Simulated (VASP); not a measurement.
Input:

```
CELL_PARAMETERS angstrom
      4.03909     0.00000     0.00000
      0.00000     4.03909     0.00000
      0.00000     0.00000     4.03909
ATOMIC_POSITIONS crystal
  K  0.00000 0.00000 0.00000
  Zn 0.50000 0.50000 0.50000
  F  0.50000 0.00000 0.50000
  F  0.00000 0.50000 0.50000
  F  0.50000 0.50000 0.00000
```

Method: AM05 GGA, VASP's PBE PAW potentials (set 64) (plane waves; VASP). Numerical set-up: 520 eV cut-off, 6×6×6 Γ-centred mesh, Gaussian smearing of 0.050 eV, potentials K_sv Zn F.

Task: Give the stress tensor in GPa (positive for a compressed cell).

Result: 
```
2.63  0.00  0.00
0.00  2.63  0.00
0.00  0.00  2.63
```
The pressure is its mean diagonal, 2.63 GPa.

The compound is KZnF3 in the cubic perovskite structure. This cell is one point of a volume scan, at 0.97 of the reference volume.
